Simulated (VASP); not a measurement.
Data:

```xyz
1
Lattice="0.0000 1.9346 1.9346 1.9346 0.0000 1.9346 1.9346 1.9346 0.0000" Properties=species:S:1:pos:R:3 pbc="T T T"
Pd     0.0000     0.0000     0.0000
```

Computed with PBEsol GGA, VASP's PBE PAW potentials (set 64) (plane waves; VASP 6.6.1). Numerical set-up: 530 eV cut-off, 15×15×15 Γ-centred mesh, first-order Methfessel-Paxton smearing of 0.10 eV, potentials Pd.

Finite-difference elastic constants of metals are sensitive to mesh and smearing; shear constants can be off by tens of GPa.

Task: Give the elastic stiffness tensor with the ions relaxed (GPa, in the frame of the cell).

Result: 
```json
[
 {"": "xx", "xx": "254", "yy": "184", "zz": "184", "yz": "0.0", "xz": "0.0", "xy": "0.0"},
 {"": "yy", "xx": "184", "yy": "254", "zz": "184", "yz": "0.0", "xz": "0.0", "xy": "0.0"},
 {"": "zz", "xx": "184", "yy": "184", "zz": "254", "yz": "0.0", "xz": "0.0", "xy": "0.0"},
 {"": "yz", "xx": "0.0", "yy": "0.0", "zz": "0.0", "yz": "76.8", "xz": "0.0", "xy": "0.0"},
 {"": "xz", "xx": "0.0", "yy": "0.0", "zz": "0.0", "yz": "0.0", "xz": "76.8", "xy": "0.0"},
 {"": "xy", "xx": "0.0", "yy": "0.0", "zz": "0.0", "yz": "0.0", "xz": "0.0", "xy": "76.8"}
]
```

Task: Estimate the Hill bulk modulus, Hill shear modulus, Young's modulus, Poisson's ratio.

Result: 
```json
{
  "hill_bulk_modulus": "208 GPa",
  "hill_shear_modulus": "55.9 GPa",
  "Young's modulus": "154 GPa",
  "Poisson's ratio": "0.376"
}
```

The structure comes from a measured Pd entry (Fm-3m) of the Crystallography Open Database, whose conditions weren't checked. It was relaxed first.
